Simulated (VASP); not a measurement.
Input:

```xyz
8
Lattice="2.5373 1.4649 4.9226 -2.5373 1.4649 4.9226 0.0000 -2.9299 4.9226" Properties=species:S:1:pos:R:3 pbc="T T T"
Cd     0.0000     0.0000     7.3840
Sn     0.0000     0.0000     0.0000
F      0.9385     1.4958     6.0757
F     -0.9385    -1.4958     8.6922
F     -1.7646     0.0649     6.0757
F      1.7646    -0.0649     8.6922
F      0.8261    -1.5607     6.0757
F     -0.8261     1.5606     8.6922
```

Calculation: LDA (Ceperley-Alder, Perdew-Zunger), VASP's LDA PAW potentials (set 64) (plane waves; VASP 6.6.1). Run with 520 eV cut-off, 5×5×5 Γ-centred mesh, Gaussian smearing of 0.010 eV, potentials Cd Sn_d F.

Tensors are in the Cartesian frame of the cell as typed.

Give the electronic dielectric tensor ε∞ (DFPT, local fields included).

```
2.43  0.00  0.00
0.00  2.43  0.00
0.00  0.00  2.50
```

Give the Born effective charges.

```json
[
 {"atom": "Cd1", "Z*xx": "2.35", "Z*yy": "2.35", "Z*zz": "2.57", "mean": "2.42"},
 {"atom": "Sn2", "Z*xx": "3.70", "Z*yy": "3.70", "Z*zz": "3.83", "mean": "3.74"},
 {"atom": "F3", "Z*xx": "-1.18", "Z*yy": "-0.84", "Z*zz": "-1.07", "mean": "-1.03"},
 {"atom": "F4", "Z*xx": "-1.18", "Z*yy": "-0.84", "Z*zz": "-1.07", "mean": "-1.03"},
 {"atom": "F5", "Z*xx": "-1.08", "Z*yy": "-0.94", "Z*zz": "-1.07", "mean": "-1.03"},
 {"atom": "F6", "Z*xx": "-1.08", "Z*yy": "-0.94", "Z*zz": "-1.07", "mean": "-1.03"},
 {"atom": "F7", "Z*xx": "-0.77", "Z*yy": "-1.25", "Z*zz": "-1.07", "mean": "-1.03"},
 {"atom": "F8", "Z*xx": "-0.77", "Z*yy": "-1.25", "Z*zz": "-1.07", "mean": "-1.03"}
]
```

And the static tensor with the ions free?

```
6.29  0.00  0.00
0.00  6.29  0.00
0.00  0.00  6.88
```

Which frequencies do the optical Γ-point modes have (no LO-TO splitting)?

103 (×2), 115 (×2), 117, 152 (×2), 198, 206, 258, 267 (×2), 293 (×2), 297, 464 (×2), 555 (×2), 558, 596 cm⁻¹.

The structure comes from a computed database's CdSnF6 entry (R-3); how it stands against other phases isn't given here. It was relaxed first, which changed the volume by -7 %.
